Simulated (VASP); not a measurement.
Input of a VASP 6.6.1 run:

The input INCAR:

```
PREC = Accurate ; ENCUT = 520
EDIFF = 1E-7 ; ISMEAR = -1
SIGMA = 0.01 ; LREAL = Auto
LASPH = True ; NELM = 100
ALGO = Fast ; ISIF = 2
LWAVE = False ; LCHARG = False
GGA = PE ; NBANDS = 106
NELECT = 176.0
```

KPOINTS

```
Automatic mesh
0
Gamma
  3 3 3
```

File POSCAR:

```
Hf8O15F
1.0
   -0.8761689838      5.1506447000      5.2029534954
    4.2180060274      0.0000000000      5.2029534954
    5.0941750112      5.1506447000      0.0000000000
Hf F O
8 1 15
Direct
    0.4367533056      0.2637822746      0.0150288070
    0.9435318489      0.7634745502      0.5133679388
    0.5065702101      0.2776260959      0.4597873730
    0.0147583576      0.7796578299      0.9443392818
    0.0520469262      0.2385156005      0.4868925130
    0.5583535939      0.7470160656      0.9814506692
    0.9981306925      0.2166758074      0.0543371210
    0.4846822440      0.7242583165      0.5529522927
    0.6483471640      0.3296800343      0.0986811364
    0.1378186325      0.8435901719      0.6026622112
    0.1025020774      0.4160324467      0.1388306575
    0.6008049785      0.9164215521      0.6406109609
    0.8570333098      0.1604962781      0.3933556306
    0.3709810376      0.6477999552      0.9027982068
    0.4013583506      0.0863516457      0.3573434121
    0.8928859818      0.5809845658      0.8659413097
    0.3061894618      0.0369006032      0.0370310126
    0.7983581659      0.5343302932      0.5409387633
    0.0448057609      0.1226493392      0.8018371728
    0.5419985075      0.6145470282      0.2986907749
    0.1954929350      0.4667195969      0.4577972043
    0.6983805975      0.9725759495      0.9573502916
    0.4461239621      0.3810939450      0.7021007953
    0.9620918985      0.8788200546      0.1958744636
```

Potentials or basis: VASP PAW PBE potentials, release 64 (Hf_pv, F, O).

Command:

```console
$ cat potpaw_PBE.64/Hf_pv/POTCAR potpaw_PBE.64/F/POTCAR potpaw_PBE.64/O/POTCAR > POTCAR
$ mpirun -np 1 vasp_std > vasp.out
```

(1) What does it give for the largest force?

(2) Estimate the band gap on the k mesh.

## Answers

(1) 0.117 eV/Å.

(2) 4.25 eV, indirect (least direct gap 4.34 eV).

Caveat: the cell carries a net charge on a neutralising background, which shifts energy and pressure; the cell is charged against a uniform background, so pressure and absolute levels hang on convention; spin-orbit coupling is left out, which moves the levels of the heavy elements.
